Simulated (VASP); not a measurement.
Here is the system:

```
WSb
1.0
    3.09243     0.00000     0.00000
   -1.54621     2.67812     0.00000
    0.00000     0.00000     9.58398
W Sb
2 2
Cartesian
  0.00000   1.78541   0.44820
  1.54621   0.89271   5.24019
  0.00000   1.78541   3.14579
  1.54621   0.89271   7.93778
```

Method: PBEsol GGA, VASP's PBE PAW potentials (set 64) (plane waves; VASP 6.6.1). Numerical set-up: 400 eV cut-off, Gaussian smearing of 0.050 eV, potentials W_sv Sb.

Problem. Give the energies of bands 11 to 22 at the high-symmetry points, in eV from the Fermi level.

Solution. 
```json
[
 {"band": "11", "Γ": "-7.62", "M": "-6.68", "K": "-5.07", "A": "-6.54", "L": "-6.45", "H": "-4.84"},
 {"band": "12", "Γ": "-5.18", "M": "-6.43", "K": "-4.86", "A": "-6.54", "L": "-6.45", "H": "-4.84"},
 {"band": "13", "Γ": "-3.24", "M": "-3.94", "K": "-4.86", "A": "-2.84", "L": "-3.75", "H": "-4.75"},
 {"band": "14", "Γ": "-2.68", "M": "-3.25", "K": "-4.58", "A": "-2.84", "L": "-3.75", "H": "-4.75"},
 {"band": "15", "Γ": "-0.30", "M": "-2.61", "K": "-2.60", "A": "-0.28", "L": "-2.52", "H": "-2.72"},
 {"band": "16", "Γ": "-0.30", "M": "-1.95", "K": "-2.60", "A": "-0.28", "L": "-2.52", "H": "-2.72"},
 {"band": "17", "Γ": "-0.27", "M": "-1.03", "K": "-1.21", "A": "-0.28", "L": "-0.29", "H": "-1.18"},
 {"band": "18", "Γ": "-0.27", "M": "-0.68", "K": "-1.16", "A": "-0.28", "L": "-0.29", "H": "-1.18"},
 {"band": "19", "Γ": "1.15", "M": "-0.15", "K": "-0.59", "A": "1.31", "L": "0.10", "H": "-0.87"},
 {"band": "20", "Γ": "1.15", "M": "0.28", "K": "-0.59", "A": "1.31", "L": "0.10", "H": "-0.87"},
 {"band": "21", "Γ": "1.49", "M": "3.01", "K": "0.30", "A": "1.31", "L": "2.44", "H": "1.03"},
 {"band": "22", "Γ": "1.49", "M": "3.25", "K": "1.93", "A": "1.31", "L": "2.44", "H": "1.03"}
]
```

It has no gap at this level: it comes out as a metal or semimetal.

The structure was generated: WSb was put into the wurtzite type (P6_3mc), which need not be its known phase. It was relaxed first, which changed the volume by -53 %.
